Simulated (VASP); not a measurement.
TlCl (relaxed from the NiAs type structure, space group P6_3/mmc): computed properties

The numbers are results of PBE GGA, VASP's PBE PAW potentials (set 64) (plane waves; VASP), not measurements.

* **space group**: P6_3/mmc (194)
* **cell**: a = b = 4.504 Å, c = 7.881 Å, α = β = 90.00°, γ = 120.00°
* **volume per atom**: 34.61 Å³/atom
* **band gap (over mesh and band path)**: 2.18 eV
* **smallest direct gap (over mesh and band path)**: 2.18 eV
* **band-edge character**: direct, Γ to Γ
* **density**: 5.75 g/cm³

```cif
data_Cl2Tl2
_chemical_formula_sum 'Tl2 Cl2'
_space_group_name_H-M_alt 'P 1'
_space_group_IT_number 1
_cell_length_a 4.50408
_cell_length_b 4.50408
_cell_length_c 7.88051
_cell_angle_alpha 90.000
_cell_angle_beta 90.000
_cell_angle_gamma 120.000
loop_
_space_group_symop_operation_xyz
  'x, y, z'
loop_
_atom_site_label
_atom_site_type_symbol
_atom_site_fract_x
_atom_site_fract_y
_atom_site_fract_z
_atom_site_occupancy
Tl1 Tl 0.00000 0.00000 0.00000 1
Tl2 Tl 0.00000 0.00000 0.50000 1
Cl1 Cl 0.33333 0.66667 0.25000 1
Cl2 Cl 0.66667 0.33333 0.75000 1
```

Unless said otherwise, spin-orbit coupling is left out, though it shifts the bands of the heavy elements here.

The structure was generated: TlCl was put into the NiAs type type (P6_3/mmc), which need not be its known phase. It was relaxed first, which changed the volume by +89 %. Symmetry was kept, so distortions that lower it aren't found.
